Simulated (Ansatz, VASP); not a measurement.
# SiGe3: VASP beside Ansatz, part 2 of 2

One calculation is typed for both programs; each brings its own data sets. How far apart do they land? The cell is generated by rule, not measured, and may not be a known phase. The cell is taken from a series of runs on this material, whose earlier steps may have relaxed, scaled, displaced or heated it; both programs get it as it stands.

VASP 6.6.1 and Ansatz 0.2.0.

So far: Starting point; VASP: relaxation of cell and atoms, LDA.

The structure was built from a prototype and need not be the compound's stable phase.

## 3. Ansatz: relaxation of cell and atoms, LDA

Level of this step: Ansatz beside VASP: Kohn-Sham DFT, plane waves, LDA (Ansatz).

Ansatz runs on its default PAW (the set named soft_2) files.

The same cell, functional (in two slightly different forms), mesh and smearing now go to Ansatz, which takes its cutoff from its data sets.

File input.yaml:

```yaml
crystal:
  lattice:
    - [2.7801720819, 2.7801720819, 0.0]
    - [-2.7818207451, 2.7818207451, 0.0]
    - [0.0, 0.0, 11.1106425871]
  atoms:
    - { symbol: Ge, position: [0.5, 0.5, 0.2438940298] }
    - { symbol: Ge, position: [0.0, 0.5, 0.3716508483] }
    - { symbol: Ge, position: [0.0, 0.0, 0.498829808] }
    - { symbol: Ge, position: [0.5, 1.0, 0.626170192] }
    - { symbol: Ge, position: [0.5, 0.5, 0.7533491517] }
    - { symbol: Ge, position: [0.0, 0.5, 0.8811059702] }
    - { symbol: Si, position: [0.0, 0.0, 0.0036243694] }
    - { symbol: Si, position: [0.5, 1.0, 0.1213756306] }
kpoints:
  mp_grid: { grid: [8, 8, 4] }
hamiltonian:
  xc: lda
scf:
  occupations: { method: gaussian, width: 0.01 }
output:
  forces: true
  stress: true
  eigenvalues: true
relax:
  adjacent_minimum: "off"
  f_tol: 0.001
  max_steps: 60
  cell: { stress_tol: 0.01 }
```

Command:

```sh
> ansatz run input.yaml --threads 8 --pin off --max-ram 14336MiB --backend cpu --events-out ev --progress --plain --runs-dir out
```

Numbers of over 12 decimals in the logs are rounded to 6 here.

The log of the run:

```text
Engine: ansatz 0.2.0, aarch64-unknown-linux-gnu
Pseudopotentials: kind: paw
Pseudopotential: Ge, paw, valence charge 14, recommended cutoff 420 eV (normal), Ge.paw.azcp
Pseudopotential: Si, paw, valence charge 4, recommended cutoff 420 eV (normal), Si.paw.azcp
Functional definition: SPW92
  exchange = slater_x
  correlation = pw_c
Crystal: 8 atoms, lattice volume = 171.858 Å³
Basis set: ecut = 420 eV, 3413 PW (Γ)
Bands: 56, of which v1, the nominal top of the filled ones, is band 46 counted from 1 (45 counted from 0)
Symmetry: 8 space group operations
Space group: Pmma (ITA 51), of the structure as read, at distance tolerance 5.6e-5 Å
k-points: 75 of 256
Non-local potential: Ge, projectors of the file, l = 0: 2, l = 1: 2, l = 2: 3, l = 3: 1
Non-local potential: Si, projectors of the file, l = 0: 2, l = 1: 2, l = 2: 2
PAW form: soft (Blöchl's): semilocal exchange-correlation on the pseudo side does not see the compensation charge
PAW frozen core: Ge, regenerated for the run's functional, and the local potential with it (the file was generated under x = pbe(κ = 0.804, μ = 0.219515), c = pbe(β = 0.066725))
PAW frozen core: Si, regenerated for the run's functional, and the local potential with it (the file was generated under x = pbe(κ = 0.804, μ = 0.219515), c = pbe(β = 0.066725))
PAW one-centre angular grid: Ge, 590 points (default); XC on 64 Gauss nodes
PAW one-centre angular grid: Si, 110 points (default); XC on 64 Gauss nodes
Initial density: superposition of atomic densities (neutral atoms: chi_scale 0, normalization atom), corrected by the library's trained network
Initial wavefunctions: pseudopotential atomic-orbital guess
Functional: x = slater, c = lda
SCF iter   1: F=—  HF=-26511.567294 eV  |F-HF|=—  |Δ(HF+E_count)|=         —  Δρ=4.96e-3  dr2=8.69e-2  ethr=1.77e-3  ⟨swp⟩=6.2  Hψ=15666  notcnv=0  defer=2
preconditioner: auto → Resta (q_TF=auto, 2.458 Å⁻¹)  ε∞=2.7  [insulator: Δε(μ)=0.207 eV  Ē_g=21.075 eV  σ=0.010 eV  W_gap=1.00  n_scr=48 (ndim 8)  ℏωp=27.2 eV  f_vac=0.027  D(μ)=0.00/eV (n_scr^D=0)  ε∞_Penn≈2.7]
SCF iter   2: F=—  HF=-26511.552063 eV  |F-HF|=—  |Δ(HF+E_count)|=   1.52e-2  Δρ=2.85e-3  dr2=2.18e-2  ethr=9.44e-5  ⟨swp⟩=2.8  Hψ=5660  notcnv=0  defer=325
SCF iter   3: F=—  HF=-26511.549083 eV  |F-HF|=—  |Δ(HF+E_count)|=   2.98e-3  Δρ=1.66e-3  dr2=3.05e-3  ethr=2.37e-5  ⟨swp⟩=2.6  Hψ=4873  notcnv=0  defer=325
SCF iter   4: F=—  HF=-26511.548732 eV  |F-HF|=—  |Δ(HF+E_count)|=   3.51e-4  Δρ=5.50e-4  dr2=3.28e-4  ethr=3.32e-6  ⟨swp⟩=2.3  Hψ=5644  notcnv=0  defer=325
SCF iter   5: F=—  HF=-26511.548682 eV  |F-HF|=—  |Δ(HF+E_count)|=   5.01e-5  Δρ=9.47e-5  dr2=2.06e-5  ethr=3.56e-7  ⟨swp⟩=2.0  Hψ=7077  notcnv=0  defer=325
SCF iter   6: F=—  HF=-26511.548684 eV  |F-HF|=—  |Δ(HF+E_count)|=   2.28e-6  Δρ=2.51e-5  dr2=1.63e-6  ethr=2.24e-8  ⟨swp⟩=2.0  Hψ=7403  notcnv=0  defer=325
SCF iter   7: F=—  HF=-26511.548685 eV  |F-HF|=—  |Δ(HF+E_count)|=   4.35e-7  Δρ=6.64e-6  dr2=1.14e-7  ethr=1.77e-9  ⟨swp⟩=2.0  Hψ=5077  notcnv=0  defer=325
SCF iter   8: F=-26511.548685 eV  HF=-26511.548685 eV  |F-HF|=1.32e-8  |Δ(HF+E_count)|=   1.21e-8  Δρ=3.09e-6  dr2=1.07e-8  ethr=1.09e-10  ⟨swp⟩=9.4  Hψ=16613  notcnv=0
SCF 1 converged in 8 iterations: F = -26511.548685 eV  dr2 = 1.07e-8
  greatest PAW one-centre occupation: 0.998 electrons in one spin orbital (limit 2), on the Ge atom at site 3 (counted from 0), in its partial waves of l = 2
relax step   1: F+E_penalty+E_count = -26511.54868456 eV  Δ(F+E_penalty+E_count) = +0.000e0 eV  max|allowed force component| = 1.265e-3 eV/Å  Δτ_max = 0.0000 Å  P = +0.002 GPa  Ω = 171.858 Å³  (8 SCF iters, dr2 threshold 1.00e-7 eV, accepted)
[...]
relax step   2: F+E_penalty+E_count = -26511.54868439 eV  Δ(F+E_penalty+E_count) = +1.702e-7 eV  max|allowed force component| = 7.806e-4 eV/Å  Δτ_max = 0.0002 Å  P = +0.000 GPa  Ω = 171.861 Å³  energy of the carried Pulay correction = -5.848e-7 eV  (6 SCF iters, dr2 threshold 1.00e-10 eV, accepted)
[...]
relax step   3: F+E_penalty+E_count = -26511.54868345 eV  Δ(F+E_penalty+E_count) = +9.419e-7 eV  max|allowed force component| = 7.802e-4 eV/Å  Δτ_max = 0.0000 Å  P = +0.000 GPa  Ω = 171.861 Å³  stress off target by 2.32e-3 GPa  SCF on the basis re-selected at this cell (its energy is not comparable with the rows above)  (8 SCF iters)
basis re-selected at this cell: Δ(F+E_penalty+E_count) = +9.419e-7 eV, ΔP = +0.000 GPa vs the last step (what re-selecting the basis moved, of the pressure what is left beyond the Pulay correction that the steps carried, after the strain that the cell walked since its last selection, with what the two solves' SCF thresholds leave and, on support functions, any second-order correction that the steps lacked; it is no m [...]
SCF converged after 8 iterations
Free energy (F): -26511.548683 eV
Harris-Foulkes:  -26511.548683 eV  (|F-HF|=3.64e-12)
Internal energy: -26511.548683 eV  (E = F + TS)
E sigma→0 (E₀):  -26511.548683 eV
Fermi energy:    8.179503 eV
--- Per-component energies (eV) ---
  E_band       = -919.242078
  E_kinetic    = 755.414012
  E_local      = -17071.370286  (includes V_loc(G=0)·N_el)
  E_nonlocal   = 2585.446537
  E_hartree    = 7604.590210
  E_xc         = -562.585846
  E_vxc        = -487.328293  (∫ρ·V_xc dr)
  E_paw        = -12621.570006  (= ΣΔE_a)
  E_vpaw       = -1910.586135  (= ΣTr[D̂ρ^β])
  E_aug_tail   = 0.001695  (compensation charges beyond the density's cutoff)
  E_ewald      = -7213.093619
  E_core_change = 11.618619  (= ΣΔE_core)
  E_smearing   = -0.000000  (= −TS)
  E_closure    = 0.000000  (closes the sum)
  Σ components = -26511.548683   (vs F -26511.548683, Δ=0.00e0)
--- Forces (eV/Å), atoms counted from 1 ---
  atom   1  Ge     0.00000000     0.00000000     0.00063754
  atom   2  Ge     0.00000000    -0.00000000    -0.00068358
  atom   3  Ge     0.00000000     0.00000000     0.00042998
  atom   4  Ge     0.00000000    -0.00000000    -0.00042998
  atom   5  Ge     0.00000000     0.00000000     0.00068358
  atom   6  Ge     0.00000000    -0.00000000    -0.00063754
  atom   7  Si     0.00000000     0.00000000     0.00078020
  atom   8  Si     0.00000000    -0.00000000    -0.00078020
  max |Σ_I F_I| component: 1.08e-19 eV/Å
--- Stress (GPa, compression-positive) ---
        0.000331       0.001985      -0.000000
        0.001985       0.000331       0.000000
       -0.000000       0.000000      -0.000016
  P = ⅓ Tr σ = 0.0002 GPa (0.002 kbar)
--- Band table (eV; the first three rows and the last of 75) ---
  k-point 0: bands = [... 42 lower, 6.1102, 7.9991, 8.0530, 8.0789, 8.4055, 8.6492, 8.9033, 9.0472, ... 6 higher]
  k-point 1: bands = [... 42 lower, 6.5586, 7.1740, 7.7625, 7.7867, 8.3620, 8.5850, 9.1139, 9.4547, ... 6 higher]
  k-point 2: bands = [... 42 lower, 7.0569, 7.0783, 7.2604, 7.2860, 8.3348, 8.5172, 9.4985, 9.5580, ... 6 higher]
  k-point 74: bands = [... 42 lower, 4.4883, 4.4883, 4.4981, 4.4981, 9.6154, 9.6154, 9.9292, 9.9292, ... 6 higher]
--- Relaxed structure (2 steps of the walk, 2 accepted, 1 SCFs on fresh bases) ---
  F+E_penalty+E_count = -26511.54868345 eV   max|allowed force component| = 7.802e-4 eV/Å   (the final SCF, on the basis selected at the relaxed cell)
  cell:  # Å, volume = 171.8611 Å³
    - [2.779961, 2.779961, 0]
    - [-2.782040, 2.782040, 0]
    - [0, 0.0, 11.110808]
  atoms:
    - { symbol: Ge, position: [0.5, 0.5, 0.243888] }
    - { symbol: Ge, position: [0, 0.5, 0.371669] }
    - { symbol: Ge, position: [0, 0, 0.498826] }
    - { symbol: Ge, position: [0.5, 1.0, 0.626174] }
    - { symbol: Ge, position: [0.5, 0.5, 0.753331] }
    - { symbol: Ge, position: [0, 0.5, 0.881112] }
    - { symbol: Si, position: [0, 0, 0.00362089] }
    - { symbol: Si, position: [0.5, 1.0, 0.121379] }
```

## 4. Differences

Known differences besides the potentials themselves: the two LDA forms differ slightly; the cutoff is 420 eV in Ansatz and 500 eV in VASP; VASP's log shows a relativistic correction to its local exchange, Ansatz's none; Ansatz adds a Pulay correction to the stress that steers its cell, VASP none. Total energies have different zeros and are not compared.

The two programs side by side:

```csv
quantity,Ansatz,VASP,difference
volume (Å³),171.86,172.02,-0.09 %
"edge a after relaxation, in the typed setting (Å)",3.932,3.933,-0.04 %
"edge b after relaxation, in the typed setting (Å)",3.934,3.935,-0.02 %
"edge c after relaxation, in the typed setting (Å)",11.111,11.114,-0.03 %
```

## 5. What came out

| Item | Value |
| --- | --- |
| difference in volume (relaxation of cell and atoms, LDA) | -0.092 % |

What this shows: The difference in volume is -0.092 % (relaxation of cell and atoms, LDA), within the 1.2 % picked in this series as the mark of a large difference, as far as the stopping tolerances let one tell. 1 further run of this series is not shown here. Such differences can come from data sets, numerical settings and the points named under the comparisons, not from the functional's error against experiment.

[Lines on the potential files, build, host, timing and source positions are cut from VASP's logs without a mark.]

[Logs are printed without paths, hosts, clocks, repeated set-up lines and the standing remarks that a program may print on its own settings, such as how far it seeks lower states.]

[Hosts, paths, dates, database ids (printed as entryN), source tags and the programs' standing remarks are cut or masked in the printed files.]
